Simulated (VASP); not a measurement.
Consider the following.

```yaml
crystal:
  lattice:
    - [2.98008, 0.00000, 0.00000]
    - [0.00000, 2.98008, 0.00000]
    - [0.00000, 0.00000, 2.98008]
  atoms:
    - { symbol: Al, position: [0.50000, 0.50000, 0.50000] }
    - { symbol: Ru, position: [0.00000, 0.00000, 0.00000] }
```

Computed with PBE GGA, VASP's PBE PAW potentials (set 64) (plane waves; VASP 6.6.1). Numerical set-up: 480 eV cut-off, 12×12×12 Γ-centred mesh, first-order Methfessel-Paxton smearing of 0.10 eV, potentials Al Ru_pv.

Predict the energy per atom (σ→0), pressure, band gap (on the k-mesh) with the smallest direct gap where there is one.

```json
{
  "band gap (on the k-mesh)": "none (metal, semimetal or under 0.01 eV)",
  "energy per atom (σ→0)": "-7.128 eV/atom",
  "pressure": "4.96 GPa"
}
```

The absolute energy has meaning only against runs of the same code, potentials and settings.

The compound is RuAl in the CsCl type structure. It was relaxed first under an external pressure of 5 GPa. The electron count is odd and the run is not spin-polarised, which forces a metal.
